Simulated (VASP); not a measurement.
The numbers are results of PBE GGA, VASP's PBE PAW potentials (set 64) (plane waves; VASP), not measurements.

Input for VASP

**INCAR**
```
SYSTEM = Cd31CuTe31
PREC = Normal; ENCUT = 400; LREAL = Auto
LASPH = .TRUE.; ISYM = 0; NELECT = 570.0
EDIFF = 1E-5; NELM = 100; NELMIN = 4
ALGO = Fast; LMAXMIX = 4
ISMEAR = 0; SIGMA = 0.05
GGA = PE
IBRION = 2; NSW = 70; ISIF = 2
EDIFFG = -0.03
LWAVE = .FALSE.; LCHARG = .FALSE.
```

KPOINTS:
```
Automatic mesh
0
Gamma
1 1 1
0 0 0
```

File POSCAR:
```
Cd31CuTe31
1
   13.2498873591     0.0000000000     0.0000000000
    0.0000000000    13.2498873591    -0.0000000000
   -0.0000000000    -0.0000000000    13.2498873591
Cd Te Cu
31 31 1
Direct
  0.5000000000   0.0000000000   0.0000000000
  0.7500000000   0.2500000000   0.0000000000
  0.7500000000   0.0000000000   0.2500000000
  0.0000000000   0.0000000000   0.0000000000
  0.2500000000   0.2500000000   0.0000000000
  0.5000000000   0.5000000000   0.0000000000
  0.7500000000   0.7500000000   0.0000000000
  0.2500000000   0.0000000000   0.2500000000
  0.4979670000   0.2527590000   0.2523420000
  0.7474000000   0.4984260000   0.2505180000
  0.5000000000   0.0000000000   0.5000000000
  0.7498140000   0.2500250000   0.4991630000
  0.7500000000   0.0000000000   0.7500000000
  0.0000000000   0.5000000000   0.0000000000
  0.2500000000   0.7500000000   0.0000000000
  0.0000000000   0.2500000000   0.2500000000
  0.2500000000   0.5000000000   0.2500000000
  0.5000000000   0.7500000000   0.2500000000
  0.0000000000   0.0000000000   0.5000000000
  0.2500000000   0.2500000000   0.5000000000
  0.7500000000   0.7500000000   0.5000000000
  0.2500000000   0.0000000000   0.7500000000
  0.5000000000   0.2500000000   0.7500000000
  0.7500000000   0.5000000000   0.7500000000
  0.0000000000   0.7500000000   0.2500000000
  0.0000000000   0.5000000000   0.5000000000
  0.2500000000   0.7500000000   0.5000000000
  0.0000000000   0.2500000000   0.7500000000
  0.2500000000   0.5000000000   0.7500000000
  0.5000000000   0.7500000000   0.7500000000
  0.0000000000   0.7500000000   0.7500000000
  0.6250000000   0.1250000000   0.1250000000
  0.8750000000   0.3750000000   0.1250000000
  0.8750000000   0.1250000000   0.3750000000
  0.1250000000   0.1250000000   0.1250000000
  0.3750000000   0.3750000000   0.1250000000
  0.6250000000   0.6250000000   0.1250000000
  0.8750000000   0.8750000000   0.1250000000
  0.3750000000   0.1250000000   0.3750000000
  0.8750000000   0.6250000000   0.3750000000
  0.6250000000   0.1250000000   0.6250000000
  0.8750000000   0.3750000000   0.6250000000
  0.8750000000   0.1250000000   0.8750000000
  0.1250000000   0.6250000000   0.1250000000
  0.3750000000   0.8750000000   0.1250000000
  0.1250000000   0.3750000000   0.3750000000
  0.3750000000   0.6250000000   0.3750000000
  0.6250000000   0.8750000000   0.3750000000
  0.1250000000   0.1250000000   0.6250000000
  0.3750000000   0.3750000000   0.6250000000
  0.6250000000   0.6250000000   0.6250000000
  0.8750000000   0.8750000000   0.6250000000
  0.3750000000   0.1250000000   0.8750000000
  0.6250000000   0.3750000000   0.8750000000
  0.8750000000   0.6250000000   0.8750000000
  0.1250000000   0.8750000000   0.3750000000
  0.1250000000   0.6250000000   0.6250000000
  0.3750000000   0.8750000000   0.6250000000
  0.1250000000   0.3750000000   0.8750000000
  0.3750000000   0.6250000000   0.8750000000
  0.6250000000   0.8750000000   0.8750000000
  0.1250000000   0.8750000000   0.8750000000
  0.5011640000   0.5012030000   0.5015750000
```

POTCAR, in this order: Cd Te Cu (PBE.64 set). Program: vasp_gam.

What VASP printed:

### OSZICAR
```
...
RMM:   8    -0.147168062601E+03    0.89041E-04   -0.20856E-04   564   0.271E-02    0.144E-02
RMM:   9    -0.147168069031E+03   -0.64301E-05   -0.62004E-05   517   0.148E-02
  18 F= -.14716807E+03 E0= -.14716807E+03  d E =-.692516E-01
       N       E                     dE             d eps       ncg     rms          rms(c)
DAV:   1    -0.147165413933E+03    0.26487E-02   -0.54793E+00   728   0.269E+00    0.300E-01
RMM:   2    -0.147168187055E+03   -0.27731E-02   -0.31361E-02   835   0.291E-01    0.686E-02
RMM:   3    -0.147168718055E+03   -0.53100E-03   -0.57928E-03   832   0.126E-01    0.823E-02
RMM:   4    -0.147168745374E+03   -0.27319E-04   -0.86637E-04   683   0.600E-02    0.770E-02
RMM:   5    -0.147168717365E+03    0.28009E-04   -0.18199E-04   525   0.228E-02    0.396E-02
RMM:   6    -0.147168720268E+03   -0.29022E-05   -0.92972E-05   525   0.172E-02
  19 F= -.14716872E+03 E0= -.14716872E+03  d E =-.699028E-01
       N       E                     dE             d eps       ncg     rms          rms(c)
DAV:   1    -0.147165731680E+03    0.29857E-02   -0.40750E+01   696   0.893E+00    0.825E-01
RMM:   2    -0.147185803746E+03   -0.20072E-01   -0.23079E-01   761   0.886E-01    0.210E-01
RMM:   3    -0.147189414386E+03   -0.36106E-02   -0.41064E-02   909   0.389E-01    0.230E-01
RMM:   4    -0.147189484220E+03   -0.69834E-04   -0.51384E-03   760   0.136E-01    0.206E-01
RMM:   5    -0.147189234383E+03    0.24984E-03   -0.11644E-03   757   0.621E-02    0.113E-01
RMM:   6    -0.147189265606E+03   -0.31223E-04   -0.90519E-04   833   0.533E-02    0.554E-02
RMM:   7    -0.147189232392E+03    0.33214E-04   -0.87855E-05   536   0.211E-02    0.267E-02
RMM:   8    -0.147189225961E+03    0.64314E-05   -0.98915E-05   579   0.168E-02
  20 F= -.14718923E+03 E0= -.14718923E+03  d E =-.205057E-01
       N       E                     dE             d eps       ncg     rms          rms(c)
DAV:   1    -0.147163728215E+03    0.25504E-01   -0.59578E+01   696   0.108E+01    0.995E-01
RMM:   2    -0.147193299341E+03   -0.29571E-01   -0.33830E-01   759   0.109E+00    0.264E-01
RMM:   3    -0.147198860562E+03   -0.55612E-02   -0.63973E-02   917   0.499E-01    0.288E-01
RMM:   4    -0.147198900466E+03   -0.39904E-04   -0.76447E-03   756   0.164E-01    0.256E-01
RMM:   5    -0.147198556259E+03    0.34421E-03   -0.19259E-03   788   0.766E-02    0.150E-01
RMM:   6    -0.147198561906E+03   -0.56469E-05   -0.11994E-03   815   0.614E-02    0.616E-02
RMM:   7    -0.147198539163E+03    0.22744E-04   -0.10728E-04   559   0.232E-02    0.396E-02
RMM:   8    -0.147198520509E+03    0.18654E-04   -0.12210E-04   637   0.190E-02    0.158E-02
RMM:   9    -0.147198522212E+03   -0.17030E-05   -0.14723E-05   412   0.145E-02
  21 F= -.14719852E+03 E0= -.14719852E+03  d E =-.298019E-01
       N       E                     dE             d eps       ncg     rms          rms(c)
DAV:   1    -0.147176541724E+03    0.21979E-01   -0.52370E+01   712   0.106E+01    0.950E-01
RMM:   2    -0.147206399556E+03   -0.29858E-01   -0.33774E-01   773   0.122E+00    0.332E-01
RMM:   3    -0.147213128734E+03   -0.67292E-02   -0.92907E-02   890   0.604E-01    0.304E-01
RMM:   4    -0.147213235373E+03   -0.10664E-03   -0.14466E-02   791   0.217E-01    0.262E-01
RMM:   5    -0.147212906250E+03    0.32912E-03   -0.19022E-03   775   0.703E-02    0.162E-01
RMM:   6    -0.147212852295E+03    0.53955E-04   -0.16937E-03   792   0.668E-02    0.800E-02
RMM:   7    -0.147212803587E+03    0.48708E-04   -0.13306E-04   561   0.260E-02    0.434E-02
RMM:   8    -0.147212786421E+03    0.17166E-04   -0.19828E-04   678   0.218E-02    0.222E-02
RMM:   9    -0.147212784205E+03    0.22165E-05   -0.18712E-05   423   0.154E-02
  22 F= -.14721278E+03 E0= -.14721278E+03  d E =-.142620E-01
       N       E                     dE             d eps       ncg     rms          rms(c)
DAV:   1    -0.147212564159E+03    0.22226E-03   -0.15287E+00   752   0.181E+00    0.165E-01
RMM:   2    -0.147213313448E+03   -0.74929E-03   -0.86546E-03   774   0.189E-01    0.470E-02
RMM:   3    -0.147213479034E+03   -0.16559E-03   -0.19802E-03   854   0.906E-02    0.474E-02
RMM:   4    -0.147213483491E+03   -0.44568E-05   -0.31621E-04   604   0.389E-02    0.400E-02
RMM:   5    -0.147213473761E+03    0.97299E-05   -0.63393E-05   484   0.159E-02
  23 F= -.14721347E+03 E0= -.14721347E+03  d E =-.149515E-01
       N       E                     dE             d eps       ncg     rms          rms(c)
DAV:   1    -0.147211952391E+03    0.15311E-02   -0.79168E+00   704   0.443E+00    0.504E-01
RMM:   2    -0.147217498003E+03   -0.55456E-02   -0.63951E-02   769   0.548E-01    0.173E-01
RMM:   3    -0.147219090799E+03   -0.15928E-02   -0.22560E-02   895   0.287E-01    0.165E-01
RMM:   4    -0.147218972563E+03    0.11824E-03   -0.29865E-03   761   0.105E-01    0.129E-01
RMM:   5    -0.147218911517E+03    0.61046E-04   -0.56136E-04   721   0.367E-02    0.640E-02
RMM:   6    -0.147218906805E+03    0.47125E-05   -0.30115E-04   746   0.358E-02    0.400E-02
RMM:   7    -0.147218899707E+03    0.70979E-05   -0.35745E-05   457   0.152E-02
  24 F= -.14721890E+03 E0= -.14721890E+03  d E =-.542595E-02
       N       E                     dE             d eps       ncg     rms          rms(c)
DAV:   1    -0.147218832525E+03    0.74279E-04   -0.43402E-01   744   0.103E+00    0.108E-01
RMM:   2    -0.147219099034E+03   -0.26651E-03   -0.29893E-03   794   0.114E-01    0.290E-02
RMM:   3    -0.147219155121E+03   -0.56087E-04   -0.63341E-04   825   0.495E-02    0.364E-02
RMM:   4    -0.147219156898E+03   -0.17767E-05   -0.83450E-05   499   0.238E-02
  25 F= -.14721916E+03 E0= -.14721916E+03  d E =-.568314E-02
       N       E                     dE             d eps       ncg     rms          rms(c)
DAV:   1    -0.147217501935E+03    0.16532E-02   -0.50012E+00   720   0.334E+00    0.310E-01
RMM:   2    -0.147220829916E+03   -0.33280E-02   -0.36464E-02   803   0.430E-01    0.138E-01
RMM:   3    -0.147221811291E+03   -0.98137E-03   -0.14397E-02   877   0.215E-01    0.124E-01
RMM:   4    -0.147221756189E+03    0.55101E-04   -0.16725E-03   744   0.801E-02    0.971E-02
RMM:   5    -0.147221713175E+03    0.43014E-04   -0.38906E-04   689   0.328E-02    0.426E-02
RMM:   6    -0.147221708218E+03    0.49567E-05   -0.21544E-04   651   0.304E-02    0.352E-02
RMM:   7    -0.147221700072E+03    0.81458E-05   -0.20253E-05   433   0.138E-02
  26 F= -.14722170E+03 E0= -.14722170E+03  d E =-.254317E-02
       N       E                     dE             d eps       ncg     rms          rms(c)
DAV:   1    -0.147221493055E+03    0.21516E-03   -0.88196E-01   744   0.139E+00    0.120E-01
RMM:   2    -0.147221982569E+03   -0.48951E-03   -0.53335E-03   795   0.163E-01    0.457E-02
RMM:   3    -0.147222112497E+03   -0.12993E-03   -0.16988E-03   845   0.779E-02    0.510E-02
RMM:   4    -0.147222109198E+03    0.32991E-05   -0.22558E-04   548   0.338E-02    0.435E-02
RMM:   5    -0.147222099876E+03    0.93222E-05   -0.51626E-05   470   0.138E-02
  27 F= -.14722210E+03 E0= -.14722210E+03  d E =-.294298E-02
       N       E                     dE             d eps       ncg     rms          rms(c)
DAV:   1    -0.147220802382E+03    0.13068E-02   -0.42657E+00   712   0.318E+00    0.287E-01
RMM:   2    -0.147223157741E+03   -0.23554E-02   -0.26243E-02   776   0.363E-01    0.109E-01
RMM:   3    -0.147223883259E+03   -0.72552E-03   -0.96768E-03   885   0.193E-01    0.105E-01
RMM:   4    -0.147223821277E+03    0.61981E-04   -0.12297E-03   722   0.706E-02    0.761E-02
RMM:   5    -0.147223792796E+03    0.28482E-04   -0.31425E-04   685   0.302E-02    0.337E-02
RMM:   6    -0.147223791546E+03    0.12495E-05   -0.14321E-04   630   0.270E-02    0.255E-02
RMM:   7    -0.147223785663E+03    0.58825E-05   -0.17131E-05   420   0.132E-02
  28 F= -.14722379E+03 E0= -.14722379E+03  d E =-.168579E-02
```

**OUTCAR**
```
------------------------ aborting loop because EDIFF is reached ----------------------------------------
  FORCE on cell =-STRESS in cart. coord.  units (eV):
  Direction    XX          YY          ZZ          XY          YZ          ZX
  --------------------------------------------------------------------------------------
  Total       14.1484101     14.1540703     14.1674066     -0.2181571      0.2687164     -0.2413305
  in kB        9.7449959      9.7488945      9.7580802     -0.1502600      0.1850837     -0.1662211
  external PRESSURE =       9.7506569 kB  Pullay stress =       0.0000000 kB
  volume of cell :     2326.14
      direct lattice vectors                 reciprocal lattice vectors
    13.249887359  0.000000000  0.000000000     0.075472340  0.000000000  0.000000000
     0.000000000 13.249887359  0.000000000     0.000000000  0.075472340  0.000000000
     0.000000000  0.000000000 13.249887359     0.000000000  0.000000000  0.075472340
  FREE ENERGIE OF THE ION-ELECTRON SYSTEM (eV)
  ---------------------------------------------------
  free  energy   TOTEN  =      -147.2237856635 eV

  energy  without entropy=     -147.2237856635  energy(sigma->0) =     -147.22378566

 reached required accuracy - stopping structural energy minimisation
```
(Selected blocks of OUTCAR.)

File CONTCAR:
```
Cd31CuTe31
   1.00000000000000
    13.2498873591000006    0.0000000000000000    0.0000000000000000
     0.0000000000000000   13.2498873591000006    0.0000000000000000
     0.0000000000000000    0.0000000000000000   13.2498873591000006
  Cd              Te              Cu
    31    31     1
Direct
     0.5000120935491444    0.9980351078782579    0.9982054346503808
     0.7496783370507711    0.2501795466509468    0.9946283225875623
     0.7497646852843286    0.9946201990978082    0.2504866153775109
     0.0008933424978386    0.9992469611113279    0.9993036498148835
     0.2490678290244170    0.2503907055272563    0.9984026106486511
     0.5000937109741078    0.4998947930052412    0.9958329672493021
     0.7495058601324137    0.7507874574729363    0.9984566216692727
     0.2492511340684045    0.9984851025816220    0.2505643348494931
     0.4691416715738614    0.2207111552925746    0.2205757012737959
     0.7794420882433731    0.5309555093502812    0.2205588005241187
     0.5000623013439720    0.9958225729724920    0.5000083030340240
     0.7794760837000835    0.2205718692351939    0.5309790427944953
     0.7495360003294121    0.9982208208614652    0.7508818517259365
     0.0018511151529029    0.5000121594970188    0.9981156786635704
     0.2497806456587986    0.7502791233786488    0.0004482809506689
     0.0053372830368744    0.2504380373891471    0.2503876865356450
     0.2503470948687182    0.5058307491081410    0.2562422300696556
     0.4941063983479864    0.7495867363224811    0.2563538933129207
     0.0019508364970720    0.9980534359935787    0.4999991723124318
     0.2503177273351034    0.2563582235307926    0.5059857483372365
     0.7435297145851046    0.7495832917997087    0.5058738483455010
     0.2499499422123738    0.0005026634280624    0.7503031922898096
     0.4941988965207522    0.2562905873854803    0.7494986369389386
     0.7436446994970555    0.5059030665624060    0.7495915092435943
     0.0015800242728529    0.7509583596925801    0.2503945158464969
     0.0041083855115302    0.5000078477169674    0.4999343136370643
     0.2536700888713312    0.7462403123807076    0.4992640773844245
     0.0015195631181964    0.2503878261974324    0.7508902233482552
     0.2536864383956711    0.4993072296340323    0.7463402688017376
     0.5006886408001779    0.7461549719133810    0.7461187068631736
     0.9994298430584906    0.7502369652282942    0.7501950206132719
     0.6285836129928732    0.1227188941126478    0.1228080003457742
     0.8772645677018119    0.3713564759428766    0.1227221183747632
     0.8773222692004580    0.1227815499427428    0.3713966048331170
     0.1261359582956249    0.1243848094655323    0.1244683940461996
     0.3716605236740080    0.3800296532449980    0.1235886428449717
     0.6199390652879340    0.6281568570473818    0.1237530831984592
     0.8755947752092099    0.8739167476527205    0.1242790661614881
     0.3718010574344237    0.1238671861887682    0.3800629951504969
     0.8762192916486568    0.6283091581979933    0.3799565940409180
     0.6201028697920152    0.1236878015467451    0.6283444285362172
     0.8762782761224243    0.3800110269947541    0.6282794210954067
     0.8756223735633581    0.1242180360246175    0.8738890650910661
     0.1251112671949331    0.6247401171244242    0.1256176787054585
     0.3752725381061301    0.8748918923535850    0.1257188760896280
     0.1261613542741552    0.3753355942274099    0.3753067453445715
     0.3818030864364296    0.6180947535286145    0.3832795341275879
     0.6246815901646016    0.8738717367913449    0.3753113233366776
     0.1251242199743347    0.1256255444474666    0.6247721338022766
     0.3817944672434658    0.3833212737632032    0.6181235329609147
     0.6165743572940680    0.6179745418968117    0.6181023547445315
     0.8743372940086022    0.8748426505568733    0.6246408694943948
     0.3753696798242811    0.1257197256862296    0.8749367691045635
     0.6247401963869423    0.3752614708778259    0.8738352570833828
     0.8743373669095276    0.6246997978124115    0.8748730043636639
     0.1270013236105687    0.8730912137717018    0.3762300442210983
     0.1252745126214200    0.6258150368719766    0.6258758288042938
     0.3741540014146887    0.8746480313533423    0.6258070382340967
     0.1268934787455460    0.3762141751554728    0.8730439076232011
     0.3741857025387250    0.6257791905102930    0.8747377307565330
     0.6235792361466662    0.8729058691689419    0.8730024151445861
     0.1252762313764888    0.8747650833123494    0.8747244370094133
     0.4675259792925126    0.5323237162316766    0.5322888456364308
```

The cell is charged, with a uniform compensating background. The supercell is sampled at Γ alone, which is coarse: total energies, pressure and levels can be off, energies of defects by several tenths of an eV.

The cell is a supercell with a defect, built from CdTe (zinc blende): Cu_Cd-vac_Te, charge -1. The run is not spin-polarised, so no state with unpaired spins was tried.
